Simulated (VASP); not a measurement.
# Driving VASP from ASE on HfO2

Do ASE scripts that read HfO2 from different structure formats give one answer, and do several routes find one equilibrium volume? All runs use PBE. Left out of this account: at least 1 further run (fields: a reference on another mesh). The start is a computed cell from the Materials Project.

Method: PBE; plane waves and PAW (Hf_pv, O), in VASP 6.6.1.

## (1) Set-up

The structure is tetragonal, space group P4_2/nmc (No. 137). The conventional cell has a = 3.558 Å, b = 3.558 Å, c = 5.172 Å, α = 90.00°, β = 90.00°, γ = 90.00°. Nearest to Hf lie 8 O at 2.05 to 2.37 Å. O has 4 Hf at 2.05 to 2.37 Å nearest. Farther neighbours and most contacts between anions are not listed.

As a file:

```xyz
6
Lattice="3.5580 0.0000 0.0000 0.0000 3.5580 0.0000 0.0000 0.0000 5.1719" Properties=species:S:1:pos:R:3 pbc="T T T"
Hf    1.7790    1.7790    2.5859
Hf    0.0000    0.0000    0.0000
O     0.0000    1.7790    3.6059
O     1.7790    0.0000    4.1519
O     1.7790    0.0000    1.5660
O     0.0000    1.7790    1.0199
```

## (2) Total energy, forces and stress (PBE, through ASE)

A single point through ASE, with the structure typed into the script.

Contents of run.py:

```python
import numpy as np
from ase.calculators.vasp import Vasp
from ase import Atoms
from ase.dft.bandgap import bandgap

atoms = Atoms(['Hf', 'Hf', 'O', 'O', 'O', 'O'],
              cell=[[3.55801933, 0.0, 0.0], [0.0, 3.55801933, 0.0], [0.0, 0.0, 5.17186121]],
              scaled_positions=[[0.5, 0.5, 0.5], [0.0, 0.0, 0.0], [0.0, 0.5, 0.69720788], [0.5, 0.0, 0.80279212], [0.5, 0.0, 0.30279212], [0.0, 0.5, 0.19720788]],
              pbc=True)

calc = Vasp(
    xc='pbe',
    pp='PBE',
    prec='Accurate',
    encut=520,
    ediff=1e-06,
    nelm=100,
    ismear=-1,
    sigma=0.05,
    lreal=False,
    algo='Normal',
    nbands=28,
    lasph=True,
    lorbit=11,
    lwave=False,
    lcharg=False,
    kpar=4,
    isif=2,
    pp_version='64',
    setups={'Hf': '_pv', 'O': ''},
    kpts=(7, 7, 5),
    gamma=True,
    txt='vasp.out',
)
atoms.calc = calc

print("energy (eV):", round(atoms.get_potential_energy(), 6))
print("Fermi level (eV):", round(calc.get_fermi_level(), 4))
print("forces (eV/A):")
print(np.round(atoms.get_forces(), 4))
print("stress (GPa, Voigt, tension positive):", np.round(atoms.get_stress() * 160.21766, 3))
gap, p1, p2 = bandgap(calc, direct=False)
print("gap on the mesh (eV):", round(gap, 4))
```

The projector-augmented-wave data sets are Hf_pv and O (PBE family, release 64).

On the command line:

```bash
$ export ASE_VASP_COMMAND="mpirun -np 4 vasp_std"
$ python run.py
```

The log of the run:

```text
energy (eV): -60.665523
Fermi level (eV): 4.7134
forces (eV/A):
[[-0.      0.      0.    ]
 [ 0.      0.      0.    ]
 [ 0.      0.      0.0992]
 [ 0.      0.     -0.0992]
 [ 0.     -0.     -0.0992]
 [ 0.      0.      0.0992]]
stress (GPa, Voigt, tension positive): [-6.794 -6.794 -5.995 -0.    -0.    -0.   ]
gap on the mesh (eV): 4.7628
```

The job ended after 13 s (4 MPI ranks of Intel Xeon Platinum 8488C (Sapphire Rapids), shared host; peak memory 0.78 GiB).

The logs omit lines about the potential files and the build; timing stands in the text.

ASE turned this into the INCAR:

```
ENCUT = 520.000000
SIGMA = 0.050000
EDIFF = 1.00e-06
ALGO = Normal
GGA = PE
PREC = Accurate
ISIF = 2
ISMEAR = -1
KPAR = 4
LORBIT = 11
NBANDS = 28
NELM = 100
LASPH = .TRUE.
LCHARG = .FALSE.
LWAVE = .FALSE.
LREAL = .FALSE.
```

ASE turned this into the KPOINTS:

```
KPOINTS created by Atomic Simulation Environment
0
Gamma
7 7 5
0 0 0
```

vasp.out:

```text
[banner, memory and clock lines left out]
running    4 mpi-ranks, on    1 nodes
 distrk:  each k-point on    1 cores,    4 groups
 distr:  one band on    1 cores,    1 groups

 POSCAR found type information on POSCAR HfO
 POSCAR found :  2 types and       6 ions
 LDA part: xc-table for (Slater+PW92), standard interpolation
 POSCAR, INCAR and KPOINTS ok, starting setup
 FFT: planning ... GRIDC
 FFT: planning ... GRID_SOFT
 FFT: planning ... GRID
 WAVECAR not read
 entering main loop
       N       E                     dE             d eps       ncg     rms          rms(c)
DAV:   1     0.258474441875E+03    0.25847E+03   -0.25545E+04  1680   0.157E+03
DAV:   2    -0.579093740546E+02   -0.31638E+03   -0.30662E+03  2100   0.384E+02
DAV:   3    -0.716022645255E+02   -0.13693E+02   -0.13649E+02  2028   0.746E+01
DAV:   4    -0.717348222392E+02   -0.13256E+00   -0.13246E+00  2200   0.809E+00
DAV:   5    -0.717359290384E+02   -0.11068E-02   -0.11067E-02  2112   0.694E-01    0.748E+01
DAV:   6    -0.608255496022E+02    0.10910E+02   -0.58474E+01  1900   0.422E+01    0.624E+01
DAV:   7    -0.606913891894E+02    0.13416E+00   -0.23701E+00  2044   0.105E+01    0.364E+01
DAV:   8    -0.606824451360E+02    0.89441E-02   -0.22946E-01  2060   0.392E+00    0.667E+00
DAV:   9    -0.606659701308E+02    0.16475E-01   -0.70319E-02  1884   0.179E+00    0.260E+00
DAV:  10    -0.606654274396E+02    0.54269E-03   -0.71678E-03  2120   0.564E-01    0.770E-02
DAV:  11    -0.606654901617E+02   -0.62722E-04   -0.46137E-04  2076   0.143E-01    0.137E-01
DAV:  12    -0.606655206991E+02   -0.30537E-04   -0.50320E-05  2116   0.431E-02    0.116E-01
DAV:  13    -0.606655230826E+02   -0.23835E-05   -0.22523E-06  1688   0.108E-02    0.527E-03
DAV:  14    -0.606655234862E+02   -0.40362E-06   -0.34835E-07  1180   0.393E-03
   1 F= -.60665523E+02 E0= -.60665523E+02  d E =-.973849E-11
```

Parts of OUTCAR (step 2):

```text
ion  position               nearest neighbor table
   1  0.500  0.500  0.500-   3 2.05   5 2.05   5 2.05   3 2.05   4 2.37   4 2.37   6 2.37   6 2.37
                             2 3.61   2 3.61   2 3.61   2 3.61   2 3.61   2 3.61   2 3.61   2 3.61
   2  0.000  0.000  0.000-   4 2.05   6 2.05   6 2.05   4 2.05   3 2.37   5 2.37   3 2.37   5 2.37
                             1 3.61   1 3.61   1 3.61   1 3.61   1 3.61   1 3.61   1 3.61   1 3.61
   3  0.000  0.500  0.697-   1 2.05   1 2.05   2 2.37   2 2.37
   4  0.500  0.000  0.803-   2 2.05   2 2.05   1 2.37   1 2.37
   5  0.500  0.000  0.303-   1 2.05   1 2.05   2 2.37   2 2.37
   6  0.000  0.500  0.197-   2 2.05   2 2.05   1 2.37   1 2.37

  LATTYP: Found a simple tetragonal cell.
 ALAT       =     3.5580193300
 C/A-ratio  =     1.4535787275

 Subroutine GETGRP returns: Found 16 space group operations
 (whereof  8 operations were pure point group operations)

The static configuration has the point symmetry D_2d.
 The point group associated with its full space group is D_4h.

 Found     30 irreducible k-points:

   k-points           NKPTS =     30   k-points in BZ     NKDIM =     30   number of bands    NBANDS=     28

   dimension x,y,z NGX =    28 NGY =   28 NGZ =   40
   dimension x,y,z NGXF=    56 NGYF=   56 NGZF=   80

   ENCUT  =  520.0 eV  38.22 Ry    6.18 a.u.   6.62  6.62  9.62*2*pi/ulx,y,z

   NELECT =      44.0000    total number of electrons

 k-points in reciprocal lattice and weights: KPOINTS created by Atomic Simulation Env
   0.00000000  0.00000000  0.00000000       0.004
   0.14285714  0.00000000  0.00000000       0.016
   0.28571429  0.00000000  0.00000000       0.016
   0.42857143  0.00000000  0.00000000       0.016
   0.14285714  0.14285714  0.00000000       0.016
   0.28571429  0.14285714  0.00000000       0.033
   0.42857143  0.14285714  0.00000000       0.033
   0.28571429  0.28571429  0.00000000       0.016
   0.42857143  0.28571429  0.00000000       0.033
[...]
0.42857143  0.28571429  0.40000000       0.065
   0.42857143  0.42857143  0.40000000       0.033

 average (electrostatic) potential at core
       1 -37.2103       2 -37.2103       3 -69.7950       4 -69.7950       5 -69.7950
       6 -69.7950

 E-fermi :   4.7134

 k-point     1 :       0.0000    0.0000    0.0000
  band No.  band energies     occupation
    ...
     18       2.2181      2.00000
     19       2.8235      2.00000
     20       3.3955      2.00000
     21       3.4397      2.00000
     22       3.4397      2.00000
     23       8.2739      0.00000
     24       8.2774      0.00000
     25       9.5237      0.00000
     26       9.7325      0.00000
     27      10.0711      0.00000
    ...

 k-point     2 :       0.1429    0.0000    0.0000
  band No.  band energies     occupation
    ...
     18       2.0643      2.00000
     19       2.8290      2.00000
     20       3.0572      2.00000
     21       3.2969      2.00000
     22       3.4368      2.00000
     23       8.5080      0.00000
     24       8.6256      0.00000
     25       9.4506      0.00000
     26       9.7254      0.00000
     27      10.5475      0.00000
    ...

 k-point     3 :       0.2857    0.0000    0.0000
  band No.  band energies     occupation
    ...
     18       1.5400      2.00000
     19       2.2855      2.00000
     20       2.7297      2.00000
     21       3.2292      2.00000
     22       3.4812      2.00000
     23       8.7467      0.00000
     24       9.0960      0.00000
     25       9.2416      0.00000
     26       9.7252      0.00000
     27      11.0952      0.00000
    ...

  Total        2.7763021      2.7763021      2.4499381      0.0000000      0.0000000      0.0000000
  in kB       67.9381695     67.9381695     59.9517991      0.0000000      0.0000000      0.0000000
  external PRESSURE =      65.2760460 kB  Pullay stress =       0.0000000 kB

  energy-cutoff  :      520.00
  volume of cell :       65.47
      direct lattice vectors                 reciprocal lattice vectors
     3.558019330  0.000000000  0.000000000     0.281055247  0.000000000  0.000000000
     0.000000000  3.558019330  0.000000000     0.000000000  0.281055247  0.000000000
     0.000000000  0.000000000  5.171861210     0.000000000  0.000000000  0.193353990

 POSITION                                       TOTAL-FORCE (eV/Angst)
 -----------------------------------------------------------------------------------
      1.77901      1.77901      2.58593        -0.000000      0.000000      0.000000
      0.00000      0.00000      0.00000         0.000000      0.000000      0.000000
      0.00000      1.77901      3.60586         0.000000      0.000000      0.099160
      1.77901      0.00000      4.15193         0.000000      0.000000     -0.099160
      1.77901      0.00000      1.56600         0.000000     -0.000000     -0.099160
      0.00000      1.77901      1.01993         0.000000      0.000000      0.099160
 -----------------------------------------------------------------------------------
    total drift:                                0.000000      0.000000      0.000000

  FREE ENERGIE OF THE ION-ELECTRON SYSTEM (eV)
  ---------------------------------------------------
  free  energy   TOTEN  =       -60.6655234862 eV

  energy  without entropy=      -60.6655234862  energy(sigma->0) =      -60.66552349

 total charge
# of ion       s       p       d       tot
------------------------------------------
    1        0.315   6.607   1.481   8.404
    2        0.315   6.607   1.481   8.404
    3        1.564   3.562   0.000   5.126
    4        1.564   3.562   0.000   5.126
    5        1.564   3.562   0.000   5.126
    6        1.564   3.562   0.000   5.126
--------------------------------------------------
tot          6.884  27.463   2.962  37.310

[... 3 further parts left out ...]
```

The gap is read on the k-mesh alone, so it is an upper bound where the band edges lie off the mesh, and a coarse mesh can show a gap where there is none. Harder data sets than Hf_pv exist (the GW ones), and pressures, volumes and forces can shift noticeably with them. At this level the cell is under a pressure of 6.5 GPa, so at these settings it is away from equilibrium.

Numbers from this step:

```yaml
scf_cycles: 14
electrons: 44
bands: 28
irreducible_k_points: 30
symmetry_operations: 16
free_energy_toten: -60.6655 eV
fermi_energy: 4.713 eV
pressure: 6.528 GPa
metallic_judged_on_the_points_sampled: no
valence_top_at_k: 0, 0, 0.4
conduction_bottom_at_k: 0, 0, 0
least_direct_gap_at_k: 0, 0, 0
gap_on_the_k_mesh: 4.763 eV
least_direct_gap_on_the_k_mesh: 4.834 eV
```

Force by atom:

| atom | x (eV/Å) | y (eV/Å) | z (eV/Å) | size |
| --- | --- | --- | --- | --- |
| Hf1 | 0.0000 | 0.0000 | 0.0000 | 0.0000 |
| Hf2 | 0.0000 | 0.0000 | 0.0000 | 0.0000 |
| O3 | 0.0000 | 0.0000 | 0.0992 | 0.0992 |
| O4 | 0.0000 | 0.0000 | -0.0992 | 0.0992 |
| O5 | 0.0000 | 0.0000 | -0.0992 | 0.0992 |
| O6 | 0.0000 | 0.0000 | 0.0992 | 0.0992 |

The pressure is 6.53 GPa and the largest force 0.099 eV/Å, so the cell is not at a minimum at these settings.

## (3) A single point (PBE, through ASE)

The single point through ASE, with the structure read from a CIF with its space group. The mesh changes to 6×6×5, so this is no clean test of the format.

run.py: that of step 2 with these lines changed.

```diff
@@ -2,9 +2,6 @@
 from ase.calculators.vasp import Vasp
-from ase import Atoms
+from ase.io import read
 from ase.dft.bandgap import bandgap
 
-atoms = Atoms(['Hf', 'Hf', 'O', 'O', 'O', 'O'],
-              cell=[[3.55801933, 0.0, 0.0], [0.0, 3.55801933, 0.0], [0.0, 0.0, 5.17186121]],
-              scaled_positions=[[0.5, 0.5, 0.5], [0.0, 0.0, 0.0], [0.0, 0.5, 0.69720788], [0.5, 0.0, 0.80279212], [0.5, 0.0, 0.30279212], [0.0, 0.5, 0.19720788]],
-              pbc=True)
+atoms = read('HfO2.cif')
 
@@ -30,3 +27,3 @@
     setups={'Hf': '_pv', 'O': ''},
-    kpts=(7, 7, 5),
+    kpts=(6, 6, 5),
     gamma=True,
```

Contents of HfO2.cif:

```cif
data_HfO2
_cell_length_a 3.55801933
_cell_length_b 3.55801933
_cell_length_c 5.17186121
_cell_angle_alpha 90.00000000
_cell_angle_beta 90.00000000
_cell_angle_gamma 90.00000000
_space_group_name_H-M_alt 'P4_2/nmc'
_space_group_name_Hall 'P 4n 2n -1n'
_space_group_IT_number 137
loop_
_space_group_symop_operation_xyz
'x,y,z'
'-y+1/2,x+1/2,z+1/2'
'-x,-y,z'
'y+1/2,-x+1/2,z+1/2'
'x+1/2,-y+1/2,-z+1/2'
'-y,-x,-z'
'-x+1/2,y+1/2,-z+1/2'
'y,x,-z'
'-x+1/2,-y+1/2,-z+1/2'
'y,-x,-z'
'x+1/2,y+1/2,-z+1/2'
'-y,x,-z'
'-x,y,z'
'y+1/2,x+1/2,z+1/2'
'x,-y,z'
'-y+1/2,-x+1/2,z+1/2'
loop_
_atom_site_label
_atom_site_type_symbol
_atom_site_symmetry_multiplicity
_atom_site_Wyckoff_symbol
_atom_site_fract_x
_atom_site_fract_y
_atom_site_fract_z
_atom_site_occupancy
Hf1 Hf 2 a 0.5000000000 0.5000000000 0.5000000000 1
O1 O 4 d 0.0000000000 0.5000000000 0.6972078800 1
```

The log of the run:

```text
energy (eV): -60.665487
Fermi level (eV): 4.7249
forces (eV/A):
[[-0.      0.     -0.    ]
 [ 0.      0.     -0.    ]
 [-0.      0.      0.0992]
 [-0.      0.      0.0992]
 [-0.     -0.     -0.0992]
 [ 0.      0.     -0.0992]]
stress (GPa, Voigt, tension positive): [-6.794 -6.794 -5.996 -0.    -0.    -0.   ]
gap on the mesh (eV): 4.7628
```

It took 13 s on 4 MPI ranks; peak memory 0.78 GiB; 45 s of CPU time.

ASE turned this into the INCAR:

```
ENCUT = 520.000000
SIGMA = 0.050000
EDIFF = 1.00e-06
ALGO = Normal
GGA = PE
PREC = Accurate
ISIF = 2
ISMEAR = -1
KPAR = 4
LORBIT = 11
NBANDS = 28
NELM = 100
LASPH = .TRUE.
LCHARG = .FALSE.
LWAVE = .FALSE.
LREAL = .FALSE.
```

ASE turned this into the KPOINTS:

```
KPOINTS created by Atomic Simulation Environment
0
Gamma
6 6 5
0 0 0
```

VASP's own log, vasp.out:

```text
[... set-up lines as in an earlier step ...]
 entering main loop
       N       E                     dE             d eps       ncg     rms          rms(c)
DAV:   1     0.262557629449E+03    0.26256E+03   -0.25313E+04  1680   0.157E+03
DAV:   2    -0.577779776398E+02   -0.32034E+03   -0.31163E+03  2152   0.387E+02
DAV:   3    -0.716010981498E+02   -0.13823E+02   -0.13778E+02  1996   0.748E+01
DAV:   4    -0.717348220132E+02   -0.13372E+00   -0.13364E+00  2224   0.815E+00
DAV:   5    -0.717359237577E+02   -0.11017E-02   -0.11017E-02  2112   0.690E-01    0.748E+01
DAV:   6    -0.608222068658E+02    0.10914E+02   -0.58340E+01  1900   0.422E+01    0.623E+01
DAV:   7    -0.606908005602E+02    0.13141E+00   -0.24068E+00  2084   0.106E+01    0.363E+01
DAV:   8    -0.606829778556E+02    0.78227E-02   -0.23032E-01  2056   0.394E+00    0.674E+00
DAV:   9    -0.606660034626E+02    0.16974E-01   -0.74313E-02  1888   0.182E+00    0.262E+00
DAV:  10    -0.606653904087E+02    0.61305E-03   -0.74988E-03  2124   0.578E-01    0.723E-02
DAV:  11    -0.606654548807E+02   -0.64472E-04   -0.47934E-04  2048   0.146E-01    0.142E-01
DAV:  12    -0.606654846724E+02   -0.29792E-04   -0.53416E-05  2128   0.444E-02    0.133E-01
DAV:  13    -0.606654870031E+02   -0.23308E-05   -0.30688E-06  1888   0.123E-02    0.289E-03
DAV:  14    -0.606654874442E+02   -0.44105E-06   -0.33652E-07  1152   0.385E-03
   1 F= -.60665487E+02 E0= -.60665487E+02  d E =-.860048E-11
```

Parts of OUTCAR (step 3):

```text
 Found     30 irreducible k-points:

   NELECT =      44.0000    total number of electrons

 E-fermi :   4.7249

 k-point     2 :       0.1667    0.0000    0.0000
  band No.  band energies     occupation
    ...
     18       2.0033      2.00000
     19       2.8212      2.00000
     20       2.9395      2.00000
     21       3.2720      2.00000
     22       3.4473      2.00000
     23       8.5679      0.00000
     24       8.7282      0.00000
     25       9.4055      0.00000
     26       9.7240      0.00000
     27      10.7053      0.00000
    ...

 k-point     3 :       0.3333    0.0000    0.0000
  band No.  band energies     occupation
    ...
     18       1.3052      2.00000
     19       2.0319      2.00000
     20       2.6552      2.00000
     21       3.2421      2.00000
     22       3.4794      2.00000
     23       8.7405      0.00000
     24       8.9687      0.00000
     25       9.4064      0.00000
     26       9.7290      0.00000
     27      10.9667      0.00000
    ...

  Total        2.7761897      2.7761897      2.4501950      0.0000000      0.0000000      0.0000000
  in kB       67.9354191     67.9354191     59.9580861      0.0000000      0.0000000      0.0000000
  external PRESSURE =      65.2763081 kB  Pullay stress =       0.0000000 kB

 POSITION                                       TOTAL-FORCE (eV/Angst)
 -----------------------------------------------------------------------------------
      1.77901      1.77901      2.58593        -0.000000      0.000000     -0.000000
      0.00000      0.00000      0.00000         0.000000      0.000000     -0.000000
      0.00000      1.77901      3.60586        -0.000000      0.000000      0.099205
      0.00000      1.77901      1.01993        -0.000000      0.000000      0.099205
      1.77901      0.00000      4.15193        -0.000000     -0.000000     -0.099205
      1.77901      0.00000      1.56600         0.000000      0.000000     -0.099205
 -----------------------------------------------------------------------------------
    total drift:                                0.000000      0.000000      0.000000

  FREE ENERGIE OF THE ION-ELECTRON SYSTEM (eV)
  ---------------------------------------------------
  free  energy   TOTEN  =       -60.6654874442 eV

  energy  without entropy=      -60.6654874442  energy(sigma->0) =      -60.66548744

 total charge
# of ion       s       p       d       tot
------------------------------------------
    1        0.315   6.607   1.481   8.404
    2        0.315   6.607   1.481   8.404
    3        1.564   3.562   0.000   5.126
    4        1.564   3.562   0.000   5.126
    5        1.564   3.562   0.000   5.126
    6        1.564   3.562   0.000   5.126
--------------------------------------------------
tot          6.885  27.463   2.962  37.310

[... 9 parts as in an earlier step ...]

[... 5 further parts left out ...]
```

This step gave:

- Fermi energy: 4.725 eV

Force by atom:

| atom | x (eV/Å) | y (eV/Å) | z (eV/Å) | size |
| --- | --- | --- | --- | --- |
| Hf1 | 0.0000 | 0.0000 | 0.0000 | 0.0000 |
| Hf2 | 0.0000 | 0.0000 | 0.0000 | 0.0000 |
| O3 | 0.0000 | 0.0000 | 0.0992 | 0.0992 |
| O4 | 0.0000 | 0.0000 | 0.0992 | 0.0992 |
| O5 | 0.0000 | 0.0000 | -0.0992 | 0.0992 |
| O6 | 0.0000 | 0.0000 | -0.0992 | 0.0992 |

The energy lies +0.01 meV an atom from the first script, on another mesh.

(Part 1 of 3 ends here.)

[Lines on the potential files, build, host, timing and source positions are cut from VASP's logs without a mark.]

[Logs are printed without paths, hosts, clocks, repeated set-up lines and the standing remarks that a program may print on its own settings, such as how far it seeks lower states.]

[Hosts, paths, dates, database ids (printed as entryN), source tags and the programs' standing remarks are cut or masked in the printed files.]

[A measured line is paired with the nearest computed mode of its activity, which favours agreement.]

[In band tables of VASP the shares of atoms and orbitals are scaled to a sum of 1 inside the atoms' spheres.]
